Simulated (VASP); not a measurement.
Computed with rev-vdW-DF2, VASP's PBE PAW potentials (set 64) (plane waves; VASP).

Input for VASP

File KPOINTS:
```
Automatic mesh
0
Gamma
7 7 7
0 0 0
```

**INCAR**
```
# general
SYSTEM    =  Sb
PREC      =  Accurate
ENCUT     =  520
LREAL     =  .False.
LASPH     =  .True.

# electronic loop
EDIFF     =  1E-7
NELM      =  100   # most electronic steps
ALGO      =  Normal
LMAXMIX   =  4   # l cut-off of mixed one-centre charges

# smearing
ISMEAR    =  0   # Gaussian
SIGMA     =  0.05   # width (eV)

# functional
GGA       =  MK
LUSE_VDW  =  .True.
AGGAC     =  0.0
PARAM1    =  0.1234568
PARAM2    =  0.7114
ZAB_VDW   =  -1.8867

# ions
IBRION    =  2   # conjugate gradients
NSW       =  30   # most ionic steps
ISIF      =  4   # ions and shape, fixed volume
EDIFFG    =  -0.01   # ionic stop

# output
LWAVE     =  .False.
LCHARG    =  .False.
```

File POSCAR:
```
Sb
1.0
  3.9714799984  -2.1851514448  -0.0136554259
  3.9714799984   2.1851514448  -0.0136554259
  2.7815387890   0.0000000000   3.5792131819
Sb
2
direct
  0.2342477502   0.2342477502   0.2342477502
  0.7657522498   0.7657522498   0.7657522498
```

POTCAR, in this order: Sb (PBE.64 set). Program: vasp_std.

Q: Estimate the energy per atom (σ→0).

A: 
* **energy per atom (σ→0)**: -2.471 eV/atom

**OSZICAR**
```
...
DAV:   5    -0.494263234075E+01   -0.16382E-03   -0.16382E-03   918   0.357E-01    0.255E+00
DAV:   6    -0.494192514237E+01    0.70720E-03   -0.31590E-03   872   0.478E-01    0.155E+00
DAV:   7    -0.494212374864E+01   -0.19861E-03   -0.76261E-03   838   0.737E-01    0.769E-02
DAV:   8    -0.494220292078E+01   -0.79172E-04   -0.16415E-04   827   0.107E-01    0.212E-02
DAV:   9    -0.494221836401E+01   -0.15443E-04   -0.23897E-05   869   0.417E-02    0.591E-03
DAV:  10    -0.494221862506E+01   -0.26105E-06   -0.29128E-06   896   0.110E-02    0.116E-03
DAV:  11    -0.494221863926E+01   -0.14202E-07   -0.25588E-07   822   0.377E-03
   1 F= -.49422186E+01 E0= -.49422186E+01  d E =-.494222E+01
```

The compound is Sb in the a7 structure. It was relaxed first.
